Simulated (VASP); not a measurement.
# HfOs3 (Pm-3m) in VASP: notebook

One crystal, HfOs3, is run at these levels: r2SCAN, BLYP, PBE; tasks: single point.

Program: VASP 6.6.1. These are calculated values, not measurements. Logs are shortened: lines on timing, memory, paths and dates and some standing lists are left out, and cuts for length are marked.

## (1) The structure

It takes space group Pm-3m (No. 221, cubic). The conventional cell has a = 3.974 Å, b = 3.974 Å, c = 3.974 Å, α = 90.00°, β = 90.00°, γ = 90.00°. Around Hf (site symmetry m-3m) lie 12 Os at 2.81 Å. Os (site symmetry 4/mmm) is surrounded by 4 Hf at 2.81 Å and 8 Os at 2.81 Å.

The cell comes from a database or a generator and needn't be the stable form of this composition.

## (2) Single point, r2SCAN

Input file POSCAR:

```
HfOs3
1.0
    3.9735610000      0.0000000000      0.0000000000
    0.0000000000      3.9735610000      0.0000000000
    0.0000000000      0.0000000000      3.9735610000
Hf Os
1 3
Direct
    0.0000000000      0.0000000000      0.0000000000
    0.5000000000      0.5000000000      0.0000000000
    0.5000000000      0.0000000000      0.5000000000
    0.0000000000      0.5000000000      0.5000000000
```

Input file INCAR.step1:

```
PREC     = Accurate       # precision mode
ENCUT    = 520            # plane-wave cutoff, eV
ISMEAR   = -1             # smearing method
SIGMA    = 0.1            # smearing width, eV
LREAL    = False          # projectors in reciprocal space
LASPH    = True           # aspherical terms in the spheres
NELM     = 100            # most SCF steps
NBANDS   = 25             # bands
GGA      = PE             # functional
ALGO     = Normal         # electronic algorithm
EDIFF    = 1E-4           # SCF threshold, eV
LWAVE    = True           # write WAVECAR
LCHARG   = False          # write CHGCAR
```

Input file INCAR.step2:

```
PREC     = Accurate       # precision mode
ENCUT    = 520            # plane-wave cutoff, eV
EDIFF    = 1E-6           # SCF threshold, eV
ISMEAR   = -1             # smearing method
SIGMA    = 0.1            # smearing width, eV
LREAL    = False          # projectors in reciprocal space
LASPH    = True           # aspherical terms in the spheres
NELM     = 100            # most SCF steps
ALGO     = Normal         # electronic algorithm
ISIF     = 2              # what is computed and relaxed
LWAVE    = False          # write WAVECAR
LCHARG   = False          # write CHGCAR
METAGGA  = R2SCAN         # meta-GGA
LMIXTAU  = True         
NBANDS   = 25             # bands
ISTART   = 1
```

Input file KPOINTS:

```
regular mesh
0
Gamma
  6 6 6
```

Potentials or basis: VASP PAW PBE potentials, release 64 (Hf_pv, Os).

On the command line:

```
cat potpaw_PBE.64/Hf_pv/POTCAR potpaw_PBE.64/Os/POTCAR > POTCAR
cp INCAR.step1 INCAR
mpirun -np 1 vasp_std > vasp.out
cp INCAR.step2 INCAR
mpirun -np 1 vasp_std > vasp.out
```

OUTCAR:

```text
PREC = Accurate
   ENCUT = 520
   EDIFF = 1E-6
   ISMEAR = -1
   LREAL = False
   LASPH = True
   NELM = 100
   ISIF = 2
   METAGGA = R2SCAN
   ISTART = 1

 ion  position               nearest neighbor table
   1  0.000  0.000  0.000-   2 2.81   3 2.81   4 2.81   3 2.81   4 2.81   2 2.81   4 2.81   4 2.81
                             2 2.81   3 2.81   3 2.81   2 2.81
   2  0.500  0.500  0.000-   1 2.81   3 2.81   4 2.81   3 2.81   4 2.81   1 2.81   3 2.81   3 2.81
                             1 2.81   4 2.81   4 2.81   1 2.81
   3  0.500  0.000  0.500-   1 2.81   2 2.81   4 2.81   1 2.81   2 2.81   2 2.81   4 2.81   2 2.81
                             1 2.81   4 2.81   1 2.81   4 2.81
   4  0.000  0.500  0.500-   1 2.81   2 2.81   3 2.81   1 2.81   2 2.81   1 2.81   3 2.81   1 2.81
                             2 2.81   3 2.81   2 2.81   3 2.81

  LATTYP: Found a simple cubic cell.
 ALAT       =     3.9735610000

  Lattice vectors:

 A1 = (   3.9735610000,   0.0000000000,   0.0000000000)
 A2 = (   0.0000000000,   3.9735610000,   0.0000000000)
 A3 = (   0.0000000000,   0.0000000000,   3.9735610000)

Analysis of symmetry for initial positions (statically):
=====================================================================
 Subroutine PRICEL returns:
 Original cell was already a primitive cell.

 Routine SETGRP: Setting up the symmetry group for a
 simple cubic supercell.

 Subroutine GETGRP returns: Found 48 space group operations
 (whereof 48 operations were pure point group operations)
 out of a pool of 48 trial point group operations.

The static configuration has the point symmetry O_h .

Analysis of symmetry for dynamics (positions and initial velocities):
=====================================================================
 Subroutine PRICEL returns:
 Original cell was already a primitive cell.

 Routine SETGRP: Setting up the symmetry group for a
 simple cubic supercell.

 Subroutine GETGRP returns: Found 48 space group operations
 (whereof 48 operations were pure point group operations)
 out of a pool of 48 trial point group operations.

The dynamic configuration has the point symmetry O_h .

 Subroutine INISYM returns: Found 48 space group operations
 (whereof 48 operations are pure point group operations),
 and found     1 'primitive' translations

----------------------------------------------------------------------------------------

                                     Primitive cell

  volume of cell :      62.7393

  direct lattice vectors                    reciprocal lattice vectors
     3.973561000  0.000000000  0.000000000     0.251663432  0.000000000  0.000000000
     0.000000000  3.973561000  0.000000000     0.000000000  0.251663432  0.000000000
     0.000000000  0.000000000  3.973561000     0.000000000  0.000000000  0.251663432

  length of vectors
     3.973561000  3.973561000  3.973561000     0.251663432  0.251663432  0.251663432

  position of ions in fractional coordinates (direct lattice)
     0.000000000  0.000000000  0.000000000
     0.500000000  0.500000000  0.000000000
     0.500000000  0.000000000  0.500000000
     0.000000000  0.500000000  0.500000000

  ion indices of the primitive-cell ions
   primitive index   ion index
                 1           1
                 2           2
                 3           3
                 4           4

----------------------------------------------------------------------------------------

 KPOINTS: regular mesh

Automatic generation of k-mesh.
 Grid dimensions read from file:
 generate k-points for:    6    6    6

 Generating k-lattice:

  Cartesian coordinates                     Fractional coordinates (reciprocal lattice)
     0.041943905  0.000000000  0.000000000     0.166666667  0.000000000  0.000000000
     0.000000000  0.041943905  0.000000000     0.000000000  0.166666667  0.000000000
     0.000000000  0.000000000  0.041943905     0.000000000  0.000000000  0.166666667

  Length of vectors
     0.041943905  0.041943905  0.041943905

  Shift w.r.t. Gamma in fractional coordinates (k-lattice)
     0.000000000  0.000000000  0.000000000

 Subroutine IBZKPT returns following result:
 ===========================================

 Found     20 irreducible k-points:

 Following reciprocal coordinates:
            Coordinates               Weight
  0.000000  0.000000  0.000000      1.000000
  0.166667  0.000000  0.000000      6.000000
  0.333333  0.000000  0.000000      6.000000
  0.500000  0.000000  0.000000      3.000000
  0.166667  0.166667  0.000000     12.000000
  0.333333  0.166667  0.000000     24.000000
[... 12 lines left out ...]
  0.500000  0.500000  0.333333      6.000000
  0.500000  0.500000  0.500000      1.000000
   k-points           NKPTS =     20   k-points in BZ     NKDIM =     20   number of bands    NBANDS=     25
   number of dos      NEDOS =    301   number of ions     NIONS =      4
   total plane-waves  NPLWV =  27000
   dimension x,y,z NGX =    30 NGY =   30 NGZ =   30
   dimension x,y,z NGXF=    60 NGYF=   60 NGZF=   60
   ions per type =               1   3
   NGX,Y,Z   is equivalent  to a cutoff of  12.55, 12.55, 12.55 a.u.
   NGXF,Y,Z  is equivalent  to a cutoff of  25.10, 25.10, 25.10 a.u.
 SYSTEM =  unknown system
   PREC   = accura    normal or accurate (medium, high low for compatibility)
   ISTART =      1    job   : 0-new  1-cont  2-samecut
   ICHARG =      0    charge: 1-file 2-atom 10-const
   ISPIN  =      1    spin polarized calculation?
   LNONCOLLINEAR =      F non collinear calculations
   LSORBIT =      F    spin-orbit coupling
   LASPH  =      T    aspherical Exc in radial PAW
   ENCUT  =  520.0 eV  38.22 Ry    6.18 a.u.   7.39  7.39  7.39*2*pi/ulx,y,z
   NELM   =    100;   NELMIN=  2; NELMDL=  0     # of ELM steps
   EDIFF  = 0.1E-05   stopping-criterion for ELM
   LREAL  =      F    real-space projection
[... 7 lines left out ...]
   TEBEG  =    0.0;   TEEND  =   0.0 temperature during run
   PSTRESS=    0.0 pullay stress
   NELECT =      34.0000    total number of electrons
   NUPDOWN=      -1.0000    fix difference up-down
   EMIN   =  10.00;   EMAX   =-10.00  energy-range for DOS
   EFERMI =   0.00;   METHOD = LEGACY
   ISMEAR =    -1;   SIGMA  =   0.10  broadening in eV -4-tet -1-fermi 0-gaus
   EFERMI_NEDOS =   21; number of points for ismear=-14 and -15
   IALGO  =     38    algorithm
   IMIX   =      4    mixing-type and parameters
     AMIX     =   0.40;   BMIX     =  1.00
     AMIX_MAG =   1.60;   BMIX_MAG =  1.00
  volume/ion in A,a.u.               =      15.68       105.85
  Fermi-wavevector in a.u.,A,eV,Ry     =   1.334713  2.522242 24.238222  1.781459
  Thomas-Fermi vector in A             =   2.463473
   LORBIT       =      0    0 simple, 1 ext, 2 COOP (PROOUT), +10 PAW based schemes
   METAGGA = R2SCAN    functional components
   LHFCALC =     F    Hartree Fock is set to
   AEXX    =    0.0000 exact exchange contribution
   IVDW    =     0    specifies the selected vdW correction
   LEPSILON=     F    determine dielectric tensor
   LRPA    =     F    only Hartree local field effects (RPA)
 non-spin polarized calculation
  energy-cutoff  :      520.00
  volume of cell :       62.74
 maximum number of plane-waves:      1743
 NGX is ok and might be reduce to    30
   NGX = 15   NGY = 15   NGZ = 15

 number of electron      34.0000000 magnetization

 Free energy of the ion-electron system (eV)
  ---------------------------------------------------
  ext. energy  EPLUGINS =         0.00000000
  ---------------------------------------------------
  free energy    TOTEN  =      -204.74333887 eV

  energy without entropy =     -204.60714795  energy(sigma->0) =     -204.67524341

 E-fermi :   7.1646     XC(G=0): -14.4664

 val. band max:        7.1571646417   @ k =   0.5000   0.1667   0.1667
 cond. band min:       7.1768334304   @ k =   0.5000   0.3333   0.3333
 fundamental gap:      0.0196687887
 Fermi energy:         7.1645854930

 k-point     1 :       0.0000    0.0000    0.0000
  band No.  band energies     occupation
      1     -23.6459      2.00000
      2     -23.6459      2.00000
      3     -23.6459      2.00000
      4      -2.4658      2.00000
      5       0.9369      2.00000
      6       1.0828      2.00000
[... 17 lines left out ...]
     24      12.8998      0.00000
     25      14.6040      0.00000

 k-point     2 :       0.1667    0.0000    0.0000
  band No.  band energies     occupation
      1     -23.6675      2.00000
      2     -23.6497      2.00000
      3     -23.6497      2.00000
      4      -2.0423      2.00000
      5       1.1643      2.00000
      6       1.3282      2.00000
[... 17 lines left out ...]
     24      12.6096      0.00000
     25      14.5438      0.00000

 k-point     3 :       0.3333    0.0000    0.0000
  band No.  band energies     occupation
      1     -23.7102      2.00000
      2     -23.6574      2.00000
      3     -23.6574      2.00000
      4      -0.8803      2.00000
      5       1.3950      2.00000
      6       2.0301      2.00000
[... 17 lines left out ...]
     24      11.9940      0.00000
     25      14.4472      0.00000

 k-point     4 :       0.5000    0.0000    0.0000
  band No.  band energies     occupation
      1     -23.7314      2.00000
      2     -23.6612      2.00000
      3     -23.6612      2.00000
      4       0.3619      2.00000
      5       0.9125      2.00000
      6       2.4919      2.00000
[... 17 lines left out ...]
     24      11.7420      0.00000
     25      14.4091      0.00000
[... 365 lines left out ...]
 k-point    18 :       0.5000    0.3333    0.3333
  band No.  band energies     occupation
      1     -23.6930      2.00000
      2     -23.6900      2.00000
      3     -23.6755      2.00000
      4       0.9032      2.00000
      5       1.1356      2.00000
      6       1.5311      2.00000
[... 17 lines left out ...]
     24      11.9203      0.00000
     25      13.0665      0.00000

 k-point    19 :       0.5000    0.5000    0.3333
  band No.  band energies     occupation
      1     -23.6865      2.00000
      2     -23.6865      2.00000
      3     -23.6787      2.00000
      4       0.9940      2.00000
      5       0.9950      2.00000
      6       0.9950      2.00000
[... 17 lines left out ...]
     24      11.9027      0.00000
     25      12.9548      0.00000

 k-point    20 :       0.5000    0.5000    0.5000
  band No.  band energies     occupation
      1     -23.6800      2.00000
      2     -23.6800      2.00000
      3     -23.6800      2.00000
      4       0.7244      2.00000
      5       0.7244      2.00000
      6       0.7244      2.00000
[... 17 lines left out ...]
     24      12.1596      0.00000
     25      12.1596      0.00000

------------------------ aborting loop because EDIFF is reached ----------------------------------------

  FORCE on cell =-STRESS in cart. coord.  units (eV):
  Direction    XX          YY          ZZ          XY          YZ          ZX
  --------------------------------------------------------------------------------------
  -------------------------------------------------------------------------------------
  Total       -1.9269966     -1.9269966     -1.9269966      0.0000000      0.0000000      0.0000000
  in kB      -49.2098311    -49.2098311    -49.2098311      0.0000000      0.0000000      0.0000000
  external PRESSURE =     -49.2098311 kB  Pullay stress =       0.0000000 kB

 VOLUME and BASIS-vectors are now :
 -----------------------------------------------------------------------------
  energy-cutoff  :      520.00
  volume of cell :       62.74
      direct lattice vectors                 reciprocal lattice vectors
     3.973561000  0.000000000  0.000000000     0.251663432  0.000000000  0.000000000
     0.000000000  3.973561000  0.000000000     0.000000000  0.251663432  0.000000000
     0.000000000  0.000000000  3.973561000     0.000000000  0.000000000  0.251663432

 POSITION                                       TOTAL-FORCE (eV/Angst)
 -----------------------------------------------------------------------------------
      0.00000      0.00000      0.00000         0.000000      0.000000      0.000000
      1.98678      1.98678      0.00000         0.000000      0.000000      0.000000
      1.98678      0.00000      1.98678         0.000000      0.000000      0.000000
      0.00000      1.98678      1.98678         0.000000      0.000000      0.000000
 -----------------------------------------------------------------------------------
    total drift:                                0.000000      0.000000     -0.000000

  FREE ENERGIE OF THE ION-ELECTRON SYSTEM (eV)
  ---------------------------------------------------
  free  energy   TOTEN  =      -204.7433388701 eV

  energy  without entropy=     -204.6071479519  energy(sigma->0) =     -204.67524341
```

Run time: 1.7 min. Hardware: 1 thread of Intel Xeon Platinum 8488C (Sapphire Rapids), shared host; peak memory 0.18 GiB.

Results:

```
Free energy            : -204.7433 eV
Pressure               : -4.9 GPa
Band gap on the k mesh : none (metal or under the smearing width)
```

Levels at points of the mesh, in eV from the Fermi level:
```csv
k point,band 13,band 14,band 15,band 16,band 17,band 18,band 19,band 20,band 21,band 22
"(0.00, 0.00, 0.00)",-1.57,0.98,0.98,2.63,3.13,3.13,3.13,3.19,3.19,3.19
"(0.50, 0.00, 0.00)",-2.71,-1.49,-1.06,-0.35,-0.24,-0.24,1.40,2.56,2.56,3.20
"(0.50, 0.50, 0.00)",-2.70,-2.55,-1.27,-0.85,-0.85,-0.83,0.16,0.30,3.51,3.51
"(0.50, 0.50, 0.50)",-1.71,-0.96,-0.96,-0.04,0.91,0.91,0.91,2.63,2.63,2.63
```

Caveat: the PAW data sets were made with another functional, which shifts forces and pressure a little. Spin-orbit coupling is left out, which matters for the levels of Hf, Os.

## (3) Single point, BLYP

Input file INCAR:

```
  PREC = Accurate
  ENCUT = 520
  EDIFF = 1E-6
  ISMEAR = -1
  SIGMA = 0.1
  LREAL = False
  LASPH = True
  NELM = 100
  ALGO = Normal
  ISIF = 2
  LWAVE = False
  LCHARG = True
  GGA = B5
  ALDAX = 1.0
  AGGAX = 1.0
  AGGAC = 1.0
  ALDAC = 0.0
  LELF = True
  LVHAR = True
  NBANDS = 25
```

Input file KPOINTS:

```
Automatic mesh
0
Gamma
  6 6 6
```

POSCAR is that of step 2.

Potentials or basis: VASP PAW PBE potentials, release 64 (Hf_pv, Os).

On the command line:

```
cat potpaw_PBE.64/Hf_pv/POTCAR potpaw_PBE.64/Os/POTCAR > POTCAR
mpirun -np 1 vasp_std > vasp.out
```

Wall time 57 s (1 thread of Intel Xeon Platinum 8488C (Sapphire Rapids), shared host); peak memory 0.18 GiB.

It converged, with:

```
Free energy            : -38.2514 eV
Pressure               : 14.0 GPa
Band gap on the k mesh : none (metal or under the smearing width)
```

Levels at points of the mesh, in eV from the Fermi level:
```csv
k point,band 14,band 15,band 16,band 17,band 18,band 19,band 20,band 21
"(0.00, 0.00, 0.00)",0.86,0.86,2.43,3.02,3.02,3.02,3.29,3.29
"(0.50, 0.00, 0.00)",-1.44,-1.06,-0.39,-0.23,-0.23,1.28,2.32,2.32
"(0.50, 0.50, 0.00)",-2.48,-1.21,-0.88,-0.86,-0.86,0.19,0.22,3.19
"(0.50, 0.50, 0.50)",-0.97,-0.97,0.28,1.24,1.24,1.24,2.45,2.45
```

Caveat: the PAW data sets were made with another functional, which shifts forces and pressure a little.

## (4) Single point, PBE

Input file INCAR:

```
ALGO = Normal
EDIFF = 1E-7
ENCUT = 520
GGA = PE
ISIF = 2
ISMEAR = -1
LASPH = True
LCHARG = True
LELF = True
LREAL = False
LVHAR = True
LWAVE = False
NBANDS = 25
NELM = 100
PREC = Accurate
SIGMA = 0.1
```

Input file KPOINTS:

```
k-points
0
Gamma
  6 6 6
```

POSCAR is that of step 3.

On the command line:

```
cat potpaw_PBE.64/Hf_pv/POTCAR potpaw_PBE.64/Os/POTCAR > POTCAR
mpirun -np 1 vasp_std > vasp.out
```

Run time: 46 s. Hardware: 1 thread of Intel Xeon Platinum 8488C (Sapphire Rapids), shared host; peak memory 0.18 GiB.

It converged, with:

| Property | Result |
| --- | --- |
| Free energy | -44.1496 eV |
| Pressure | 0.1 GPa |
| Band gap on the k mesh | none (metal or under the smearing width) |

Levels at points of the mesh, in eV from the Fermi level:
```tsv
k point	band 15	band 16	band 17	band 18	band 19	band 20
(0.00, 0.00, 0.00)	0.91	2.46	3.04	3.04	3.04	3.09
(0.50, 0.00, 0.00)	-1.06	-0.37	-0.19	-0.19	1.31	2.40
(0.50, 0.50, 0.00)	-1.26	-0.86	-0.83	-0.83	0.23	0.26
(0.50, 0.50, 0.50)	-0.90	0.00	0.99	0.99	0.99	2.48
```

## (5) Overview

| level | gap on the mesh (eV) | pressure (GPa) |
| --- | --- | --- |
| r2SCAN | none | -4.9 |
| BLYP | none | 14.0 |
| PBE | none | 0.1 |

Alike in all rows: task single point; potentials or basis VASP PAW PBE potentials, release 64 (Hf_pv, Os); no spin polarisation; cell as given; k mesh 6 × 6 × 6; cutoff (eV) 520; smearing fermi-dirac 0.1 eV.

Every run on the cell as given and a fine mesh finds a metal. The pressure there spans -4.9 GPa (r2SCAN) to 14.0 GPa (BLYP); a positive pressure means that this level wants a larger cell, a negative one a smaller.

Caveats: the PAW data sets were made with another functional, which shifts forces and pressure a little (some runs).

Absolute energies hang on the potentials; compare differences alone.
